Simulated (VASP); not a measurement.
All values below come from PBEsol GGA, VASP's PBE PAW potentials (set 64) (plane waves; VASP).

VASP ran on this input.

**INCAR**
```
SYSTEM = Al3Sc
PREC = Accurate
ENCUT = 480
EDIFF = 1E-7
NELM = 100
ALGO = Normal
LREAL = .FALSE.
LASPH = .TRUE.
ISMEAR = 1
SIGMA = 0.1
GGA = PS
LMAXMIX = 4
LWAVE = .FALSE.
LCHARG = .FALSE.
ISIF = 2
```

### POSCAR
```
Al3Sc
1.0
  4.0715235982   0.0000000000   0.0000000000
  0.0000000000   4.0715235982   0.0000000000
  0.0000000000   0.0000000000   4.0918812162
Sc Al
1 3
Direct
  0.0000000000   0.0000000000   0.0000000000
  0.0000000000   0.5000000000   0.5000000000
  0.5000000000   0.0000000000   0.5000000000
  0.5000000000   0.5000000000   0.0000000000
```

KPOINTS:
```
K-points
0
G
8 8 8
```

POTCAR, in this order: Sc_sv Al (PBE.64 set). Program: vasp_std.

**Question.** What will the output report for the number of irreducible k-points (NKPTS), number of bands (NBANDS), largest plane-wave count, number of space-group operations, FFT grid (NGX, NGY, NGZ)?

**Answer.** 
| Item | Result |
|---|---|
| number of irreducible k-points (NKPTS) | 75 |
| number of bands (NBANDS) | 14 |
| largest plane-wave count | 1640 |
| number of space-group operations | 16 |
| FFT grid (NGX, NGY, NGZ) | 30 × 30 × 30 |

The compound is Al3Sc in the L1_2 structure. This cell was strained or had an atom moved on purpose.
